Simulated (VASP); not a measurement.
All values below come from optB86b-vdW, VASP's PBE PAW potentials (set 64) (plane waves; VASP 6.6.1).

A VASP calculation is set up with these files.

INCAR:
```
AGGAC = 0.0
ALGO = Normal
EDIFF = 1E-7
ENCUT = 520
GGA = MK
ISIF = 2
ISMEAR = -5
LASPH = .True.
LCHARG = .True.
LEFG = .True.
LORBIT = 11
LREAL = .False.
LUSE_VDW = .True.
LWAVE = .False.
NEDOS = 601
NELM = 100
PARAM1 = 0.1234
PARAM2 = 1.0
PREC = Accurate
SYSTEM = KMgF3
```

**POSCAR**
```
KMgF3
1
    3.9972561634     0.0000000000     0.0000000000
    0.0000000000     3.9972561634    -0.0000000000
    0.0000000000     0.0000000000     3.9972561634
K Mg F
1 1 3
Direct
  0.0000000000   0.0000000000   0.0000000000
  0.5000000000   0.5000000000   0.5000000000
  0.5000000000   0.0000000000   0.5000000000
  0.0000000000   0.5000000000   0.5000000000
  0.5000000000   0.5000000000   0.0000000000
```

### KPOINTS
```
Automatic mesh
0
Gamma
6 6 6
0 0 0
```

POTCAR, in this order: K_sv Mg F (PBE.64 set). Program: vasp_std.

The resulting files:

**OSZICAR**
```
       N       E                     dE             d eps       ncg     rms          rms(c)
DAV:   1     0.251063492983E+03    0.25106E+03   -0.17841E+04   800   0.156E+03
DAV:   2    -0.676784416142E+01   -0.25783E+03   -0.24764E+03  1048   0.385E+02
DAV:   3    -0.174568212266E+02   -0.10689E+02   -0.10658E+02   952   0.777E+01
DAV:   4    -0.177943049827E+02   -0.33748E+00   -0.33701E+00  1412   0.116E+01
DAV:   5    -0.177958466298E+02   -0.15416E-02   -0.15416E-02   936   0.810E-01    0.887E+00
DAV:   6    -0.156507059204E+02    0.21451E+01   -0.92784E+00   892   0.225E+01    0.390E+00
DAV:   7    -0.156411291180E+02    0.95768E-02   -0.24830E-01  1064   0.342E+00    0.248E+00
DAV:   8    -0.156392833917E+02    0.18457E-02   -0.74958E-02   932   0.295E+00    0.287E-01
DAV:   9    -0.156391876239E+02    0.95768E-04   -0.14869E-02  1028   0.879E-01    0.125E-01
DAV:  10    -0.156394652748E+02   -0.27765E-03   -0.11920E-03  1024   0.274E-01    0.752E-02
DAV:  11    -0.156395166540E+02   -0.51379E-04   -0.28936E-04   940   0.131E-01    0.326E-02
DAV:  12    -0.156394935708E+02    0.23083E-04   -0.13174E-04   912   0.786E-02    0.233E-03
DAV:  13    -0.156394938491E+02   -0.27827E-06   -0.18787E-06   980   0.110E-02    0.118E-03
DAV:  14    -0.156394937238E+02    0.12530E-06   -0.16766E-07   696   0.329E-03    0.104E-03
DAV:  15    -0.156394937566E+02   -0.32793E-07   -0.12584E-08   612   0.101E-03
   1 F= -.15639494E+02 E0= -.15639494E+02  d E =0.000000E+00
```

OUTCAR:
```
------------------------ aborting loop because EDIFF is reached ----------------------------------------
  FORCE on cell =-STRESS in cart. coord.  units (eV):
  Direction    XX          YY          ZZ          XY          YZ          ZX
  --------------------------------------------------------------------------------------
  Total        0.0261119      0.0261119      0.0261119      0.0000000     -0.0000000     -0.0000000
  in kB        0.6550339      0.6550339      0.6550339      0.0000000     -0.0000000     -0.0000000
  external PRESSURE =       0.6550339 kB  Pullay stress =       0.0000000 kB
  volume of cell :       63.87
      direct lattice vectors                 reciprocal lattice vectors
     3.997256163  0.000000000  0.000000000     0.250171608  0.000000000  0.000000000
     0.000000000  3.997256163  0.000000000     0.000000000  0.250171608  0.000000000
     0.000000000  0.000000000  3.997256163     0.000000000  0.000000000  0.250171608
 POSITION                                       TOTAL-FORCE (eV/Angst)
 -----------------------------------------------------------------------------------
      0.00000      0.00000      0.00000         0.000000      0.000000      0.000000
      1.99863      1.99863      1.99863         0.000000      0.000000      0.000000
      1.99863      0.00000      1.99863         0.000000      0.000000      0.000000
      0.00000      1.99863      1.99863         0.000000      0.000000      0.000000
      1.99863      1.99863      0.00000         0.000000      0.000000      0.000000
 -----------------------------------------------------------------------------------
    total drift:                                0.000000      0.000000     -0.000000
  FREE ENERGIE OF THE ION-ELECTRON SYSTEM (eV)
  ---------------------------------------------------
  free  energy   TOTEN  =       -15.6394937566 eV

  energy  without entropy=      -15.6394937566  energy(sigma->0) =      -15.63949376

 total charge

# of ion       s       p       d       tot
------------------------------------------
    1        1.954   5.572   0.027   7.554
    2        0.123   0.156   0.077   0.356
    3        1.725   4.404   0.000   6.129
    4        1.725   4.404   0.000   6.129
    5        1.725   4.404   0.000   6.129
--------------------------------------------------
tot          7.252  18.941   0.104  26.297

 Electric field gradients after diagonalization (V/A^2)
 (convention: |V_zz| > |V_xx| > |V_yy|)
----------------------------------------------------------------------
 ion       V_xx      V_yy      V_zz     asymmetry (V_yy - V_xx)/ V_zz
----------------------------------------------------------------------
   1      -0.000    -0.000    -0.000      -0.320
   2      -0.000     0.000    -0.000      -0.597
   3     -22.246   -22.246    44.493       0.000
   4     -22.246   -22.246    44.493       0.000
   5     -22.246   -22.246    44.493       0.000
```
(Selected blocks of OUTCAR.)

The compound is KMgF3 in the cubic perovskite structure. It was relaxed first.
